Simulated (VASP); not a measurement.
OSZICAR of a VASP run on BP (zinc blende):

OSZICAR:
```
       N       E                     dE             d eps       ncg     rms          rms(c)
DAV:   1     0.946228793754E+01    0.94623E+01   -0.41871E+03   752   0.901E+02
DAV:   2    -0.133771128104E+02   -0.22839E+02   -0.21962E+02  1176   0.111E+02
DAV:   3    -0.136772920443E+02   -0.30018E+00   -0.30018E+00   928   0.152E+01
DAV:   4    -0.136781516699E+02   -0.85963E-03   -0.85963E-03  1168   0.756E-01
DAV:   5    -0.136781527058E+02   -0.10359E-05   -0.10359E-05   976   0.147E-02    0.716E+00
DAV:   6    -0.130290565999E+02    0.64910E+00   -0.16970E+00   816   0.722E+00    0.389E+00
DAV:   7    -0.129272205744E+02    0.10184E+00   -0.29318E-01  1136   0.328E+00    0.130E+00
DAV:   8    -0.129184065159E+02    0.88141E-02   -0.31151E-02   816   0.119E+00    0.235E-01
DAV:   9    -0.129186210286E+02   -0.21451E-03   -0.40750E-04  1104   0.194E-01    0.155E-01
DAV:  10    -0.129187621341E+02   -0.14111E-03   -0.23745E-04   816   0.119E-01    0.251E-02
DAV:  11    -0.129187719137E+02   -0.97796E-05   -0.11274E-05  1096   0.298E-02    0.383E-02
DAV:  12    -0.129187723080E+02   -0.39436E-06   -0.36252E-06   880   0.113E-02    0.918E-03
DAV:  13    -0.129187722827E+02    0.25313E-07   -0.75569E-08   520   0.250E-03
   1 F= -.12918772E+02 E0= -.12918772E+02  d E =-.301511E-11
```

Task: Which electronic solver shows in the log?

Result: It is blocked Davidson (ALGO = Normal, or the opening steps of other solvers). The INCAR had ALGO = Normal.

Task: Can the final energy be trusted as converged?

Result: The run converged. It stopped with EDIFF = 1E-7, NELM = 100 (PW91 GGA, plane waves, VASP's PBE PAW potentials (set 64)).

The compound is BP in the zinc blende structure. This cell is one point of a volume scan, at 0.97 of the reference volume.
